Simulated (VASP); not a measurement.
OSZICAR of a VASP run on Lu (hcp):

File OSZICAR:
```
       N       E                     dE             d eps       ncg     rms          rms(c)
DAV:   1     0.432250513763E+02    0.43225E+02   -0.87200E+03  3501   0.150E+03
DAV:   2    -0.706650809610E+01   -0.50292E+02   -0.49195E+02  3377   0.713E+02
DAV:   3    -0.926382512930E+01   -0.21973E+01   -0.20608E+01  3503   0.628E+01
DAV:   4    -0.934613211479E+01   -0.82307E-01   -0.76818E-01  3648   0.938E+00
DAV:   5    -0.934941748100E+01   -0.32854E-02   -0.32813E-02  3411   0.161E+00    0.257E+01
DAV:   6    -0.932462474216E+01    0.24793E-01   -0.38422E-02  3319   0.437E+00    0.153E+01
DAV:   7    -0.932411736196E+01    0.50738E-03   -0.72826E-02  3244   0.573E+00    0.371E-01
DAV:   8    -0.932385428060E+01    0.26308E-03   -0.44295E-03  3262   0.113E+00    0.101E-01
DAV:   9    -0.932384597742E+01    0.83032E-05   -0.23185E-04  3350   0.250E-01    0.282E-02
DAV:  10    -0.932384357679E+01    0.24006E-05   -0.18580E-05  3432   0.661E-02    0.255E-02
DAV:  11    -0.932384356200E+01    0.14792E-07   -0.99674E-07  3303   0.154E-02
   1 F= -.93238436E+01 E0= -.93235970E+01  d E =-.932384E+01
       N       E                     dE             d eps       ncg     rms          rms(c)
DAV:   1    -0.932394123381E+01   -0.97657E-04   -0.31258E-03  3151   0.793E-01    0.432E-02
DAV:   2    -0.932389559346E+01    0.45640E-04   -0.95069E-05  3334   0.146E-01    0.247E-02
DAV:   3    -0.932387378124E+01    0.21812E-04   -0.24661E-05  3777   0.646E-02    0.144E-02
DAV:   4    -0.932387369229E+01    0.88942E-07   -0.31466E-06  3115   0.167E-02    0.488E-03
DAV:   5    -0.932387367327E+01    0.19021E-07   -0.83293E-08  1669   0.699E-03
   2 F= -.93238737E+01 E0= -.93236246E+01  d E =-.301113E-04
```

Question: Which electronic solver shows in the log?

Answer: It is blocked Davidson (ALGO = Normal, or the opening steps of other solvers). The INCAR had ALGO = Normal.

Question: Can the final energy be trusted as converged?

Answer: Self-consistency was reached. It stopped with EDIFF = 1E-7, NELM = 100, NSW = 30 and EDIFFG = -0.01 after 2 ionic steps (AM05 GGA, plane waves, VASP's PBE PAW potentials (set 64)).

The compound is Lu in the hcp structure. This cell is one point of a volume scan, at 1.03 of the reference volume. Symmetry was kept, so distortions that lower it aren't found.
